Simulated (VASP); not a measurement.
# GaP: GW quasiparticle gap, part 6 of 7

Aim: the quasiparticle gap of GaP, and what it costs to get it. The cell is of the zinc-blende type, one of the forms listed for this formula. The start is a cell from a database of measured crystal structures.

VASP 6.6.1, plane waves and PAW; the level of theory is named at each step.

So far, quasiparticle gap on the mesh (eV): step 4 (evGW0, evGW0 on PBE) 2.32; step 5 (evGW, evGW on PBE) 2.44; step 6 (QPGW0, QPGW0 on PBE) 2.33. Also gap on the k-mesh (eV): step 3 (empty bands, functional PBE) 1.65.

## 7. Orbitals for another starting point

This step: PBE; plane waves and PAW (Ga_d_GW, P_GW) (VASP 6.6.1).

A hybrid converges faster from good orbitals, so a cheap PBE run writes WAVECAR first.

Input file INCAR:

```
SYSTEM = GaP
PREC = Accurate
ENCUT = 430
EDIFF = 1E-05
NELM = 100
ISMEAR = 0
SIGMA = 0.01
LREAL = .FALSE.
ALGO = Normal
GGA = PE
NBANDS = 15
LORBIT = 11
LWAVE = .TRUE.
LCHARG = .FALSE.
KPAR = 4
```

Input file POSCAR:

```
GaP
1.0
    0.0000000000      2.7252500000      2.7252500000
    2.7252500000      0.0000000000      2.7252500000
    2.7252500000      2.7252500000      0.0000000000
Ga P
1 1
Direct
    0.0000000000      0.0000000000      0.0000000000
    0.7500000000      0.7500000000      0.7500000000
```

Input file KPOINTS:

```
Automatic mesh
0
Gamma
6 6 6
0 0 0
```

Potentials, in the order of the species: Ga_d_GW and P_GW (PBE family, release 64).

Command:

```sh
mpirun -np 4 vasp_std
```

What it wrote:

```text
[... set-up lines as in an earlier step ...]
 entering main loop
       N       E                     dE             d eps       ncg     rms          rms(c)
[... 10 cycles as in an earlier step ...]
DAV:  11    -0.908161866355E+01   -0.11725E-04   -0.19793E-05   647   0.472E-02    0.278E-03
DAV:  12    -0.908161932412E+01   -0.66057E-06   -0.13213E-06   324   0.112E-02
   1 F= -.90816193E+01 E0= -.90816193E+01  d E =-.134995E-35
 writing wavefunctions
```

It took 2.4 s on 4 MPI ranks of Intel Xeon 6975P-C (Granite Rapids), shared host; peak memory 0.56 GiB; 7 s of CPU time.

OUTCAR, selected parts (step 7):

```text
   NELECT =      18.0000    total number of electrons

 E-fermi :   4.4505

 k-point     1 :       0.0000    0.0000    0.0000
  band No.  band energies     occupation
    ...
      5     -10.0903      2.00000
      6      -8.1293      2.00000
      7       4.3650      2.00000
      8       4.3650      2.00000
      9       4.3650      2.00000
     10       6.1860      0.00000
     11       8.2450      0.00000
     12       8.2450      0.00000
     13       8.2450      0.00000
     14      13.1805      0.00000
    ...

  Total        0.6301771      0.6301771      0.6301771      0.0000000      0.0000000     -0.0000000
  in kB       24.9415926     24.9415926     24.9415926      0.0000000      0.0000000     -0.0000000
  external PRESSURE =      24.9415926 kB  Pullay stress =       0.0000000 kB

 POSITION                                       TOTAL-FORCE (eV/Angst)
 -----------------------------------------------------------------------------------
      0.00000      0.00000      0.00000        -0.000000      0.000000     -0.000000
      4.08788      4.08788      4.08788         0.000000     -0.000000      0.000000
 -----------------------------------------------------------------------------------
    total drift:                               -0.000011     -0.000011     -0.000011

  FREE ENERGIE OF THE ION-ELECTRON SYSTEM (eV)
  ---------------------------------------------------
  free  energy   TOTEN  =        -9.0816193241 eV

  energy  without entropy=       -9.0816193241  energy(sigma->0) =       -9.08161932

[... 12 parts as in an earlier step ...]

[... 5 further parts left out ...]
```

Numbers from this step:

- pressure: 2.494 GPa

The run ends at a pressure of 2.49 GPa.

## 8. Another starting point

This step: HSE06; plane waves and PAW (Ga_d_GW, P_GW) (VASP 6.6.1).

To see how much the result owes to its start, the ground state is made again with HSE06. A small SIGMA keeps every occupation at zero or full.

Input file INCAR:

```
SYSTEM = GaP
PREC = Accurate
ENCUT = 430
EDIFF = 1E-08
NELM = 100
ISMEAR = 0
SIGMA = 0.01
LREAL = .FALSE.
ALGO = Normal
LHFCALC = .TRUE.
AEXX = 0.25
GGA = PE
HFSCREEN = 0.2
LASPH = .TRUE.
NBANDS = 15
PRECFOCK = Fast
LORBIT = 11
LWAVE = .TRUE.
LCHARG = .FALSE.
KPAR = 4
```

POSCAR is that of step 7.

KPOINTS is that of step 7.

The WAVECAR or CHGCAR of an earlier step is read.

Command:

```sh
mpirun -np 4 vasp_std
```

What it wrote:

```text
[banner, memory and clock lines left out]
running    4 mpi-ranks, on    1 nodes
 distrk:  each k-point on    1 cores,    4 groups
 distr:  one band on    1 cores,    1 groups

 POSCAR found type information on POSCAR GaP
 POSCAR found :  2 types and       2 ions
 LDA part: xc-table for (Slater+PW92), standard interpolation
 found WAVECAR, reading the header
 POSCAR, INCAR and KPOINTS ok, starting setup
 FFT: planning ... GRIDC
 FFT: planning ... GRID_SOFT
 FFT: planning ... GRID
 reading WAVECAR
 the WAVECAR file was read successfully
 initial charge from wavefunction
 entering main loop
       N       E                     dE             d eps       ncg     rms          rms(c)
DAV:   1    -0.107893719013E+02   -0.10789E+02   -0.55040E-01   762   0.186E+01    0.647E-01
DAV:   2    -0.107787060321E+02    0.10666E-01   -0.73117E-02   760   0.626E+00    0.304E-01
DAV:   3    -0.107781779726E+02    0.52806E-03   -0.58176E-03   683   0.176E+00    0.151E-01
DAV:   4    -0.107779853156E+02    0.19266E-03   -0.32178E-04   672   0.219E-01    0.825E-02
DAV:   5    -0.107779298948E+02    0.55421E-04   -0.95326E-05   797   0.937E-02    0.482E-02
DAV:   6    -0.107779142551E+02    0.15640E-04   -0.14283E-05   732   0.364E-02    0.287E-02
DAV:   7    -0.107779070359E+02    0.72192E-05   -0.22978E-06   728   0.178E-02    0.172E-02
DAV:   8    -0.107779043334E+02    0.27025E-05   -0.95575E-07   699   0.833E-03    0.103E-02
DAV:   9    -0.107779033453E+02    0.98809E-06   -0.38253E-07   785   0.462E-03    0.618E-03
DAV:  10    -0.107779028943E+02    0.45098E-06   -0.10105E-07   790   0.265E-03    0.372E-03
DAV:  11    -0.107779027092E+02    0.18510E-06   -0.33165E-08   767   0.170E-03    0.223E-03
DAV:  12    -0.107779026526E+02    0.56653E-07   -0.87071E-09   366   0.106E-03    0.135E-03
DAV:  13    -0.107779026251E+02    0.27415E-07   -0.77392E-09   338   0.750E-04    0.809E-04
DAV:  14    -0.107779026103E+02    0.14841E-07   -0.34673E-09   289   0.663E-04    0.491E-04
DAV:  15    -0.107779026038E+02    0.64970E-08   -0.34081E-09   282   0.556E-04
   1 F= -.10777903E+02 E0= -.10777903E+02  d E =-.379779E-15
 writing wavefunctions
```

It took 2.4 min on 4 MPI ranks; peak memory 0.98 GiB.

OUTCAR, selected parts (step 8):

```text
   k-points           NKPTS =     16   k-points in BZ     NKDIM =    216   number of bands    NBANDS=     15

   NELECT =      18.0000    total number of electrons

  exchange ACFDT corr.  =         0.00000000  see jH, gK, PRB 81, 115126

 E-fermi :   3.9661

 k-point     1 :       0.0000    0.0000    0.0000
  band No.  band energies     occupation
    ...
      5     -13.0463      2.00000
      6      -9.8719      2.00000
      7       3.9151      2.00000
      8       3.9151      2.00000
      9       3.9151      2.00000
     10       6.7186      0.00000
     11       8.7083      0.00000
     12       8.7083      0.00000
     13       8.7083      0.00000
     14      13.8095      0.00000
    ...

 POSITION                                       TOTAL-FORCE (eV/Angst)
 -----------------------------------------------------------------------------------
      0.00000      0.00000      0.00000         0.000000      0.000000      0.000000
      4.08788      4.08788      4.08788        -0.000000     -0.000000     -0.000000
 -----------------------------------------------------------------------------------
    total drift:                               -0.000015     -0.000004     -0.000008

  FREE ENERGIE OF THE ION-ELECTRON SYSTEM (eV)
  ---------------------------------------------------
  free  energy   TOTEN  =       -10.7779026038 eV

  energy  without entropy=      -10.7779026038  energy(sigma->0) =      -10.77790260

[... 7 parts as in an earlier step ...]

[... 9 further parts left out ...]
```

The PAW data sets were made with PBE, which is usual practice but a small mismatch for other functionals.

This step gave:

```yaml
free_energy_toten: -10.78 eV
fermi_energy: 3.966 eV
gap_on_the_k_mesh: 2.309 eV
least_direct_gap_on_the_k_mesh: 2.804 eV
```

## 9. Empty bands, functional HSE06

The next step needs empty bands that the ground-state run didn't converge, so the Hamiltonian is diagonalised exactly for NBANDS bands, in a single step. LOPTICS writes the k-derivatives of the orbitals (WAVEDER), which give the long-wavelength limit of the screening.

Input file INCAR:

```
SYSTEM = GaP
PREC = Accurate
ENCUT = 430
ISMEAR = 0
SIGMA = 0.01
LREAL = .FALSE.
LHFCALC = .TRUE.
AEXX = 0.25
GGA = PE
HFSCREEN = 0.2
LASPH = .TRUE.
NBANDS = 224
PRECFOCK = Fast
ALGO = Exact
NELM = 1
LWAVE = .TRUE.
LCHARG = .FALSE.
LOPTICS = .TRUE.
NEDOS = 1000
CSHIFT = 0.1
```

POSCAR is that of step 8.

KPOINTS is that of step 8.

The WAVECAR or CHGCAR of an earlier step is read.

Command:

```sh
mpirun -np 4 vasp_std
```

What it wrote:

```text
[... set-up lines as in an earlier step ...]
 entering main loop
       N       E                     dE             d eps       ncg     rms          rms(c)
DIA:   1    -0.107779025983E+02   -0.10778E+02    0.00000E+00     0   0.000E+00
   1 F= -.10777903E+02 E0= -.10777903E+02  d E =-.432138E-42
 writing wavefunctions
 optical routines
 imaginary and real dielectric function
 recalculating local potential from charge density
 direction            1
 direction            2
 direction            3
```

It took 12 min on 4 MPI ranks; peak memory 1.4 GiB; 49 min of CPU time.

OUTCAR, selected parts (step 9):

```text
 POSITION                                       TOTAL-FORCE (eV/Angst)
 -----------------------------------------------------------------------------------
      0.00000      0.00000      0.00000        -0.000000     -0.000000     -0.000000
      4.08788      4.08788      4.08788         0.000000      0.000000      0.000000
 -----------------------------------------------------------------------------------
    total drift:                               -0.000027     -0.000019     -0.000022

  FREE ENERGIE OF THE ION-ELECTRON SYSTEM (eV)
  ---------------------------------------------------
  free  energy   TOTEN  =       -10.7779025983 eV

  energy  without entropy=      -10.7779025983  energy(sigma->0) =      -10.77790260

[... 2 parts as in an earlier step ...]

[... 1 further part left out ...]
[key lines of the parts left out:]
E-fermi :   4.0089
```

(Continued in part 7 of 7.)

[Lines on the potential files, build, host, timing and source positions are cut from VASP's logs without a mark.]

[Logs are printed without paths, hosts, clocks, repeated set-up lines and the standing remarks that a program may print on its own settings, such as how far it seeks lower states.]

[Hosts, paths, dates, database ids (printed as entryN), source tags and the programs' standing remarks are cut or masked in the printed files.]

[Pressures printed for these runs are not shown converged in the cutoff: they can be off by several GPa and have the wrong sign.]
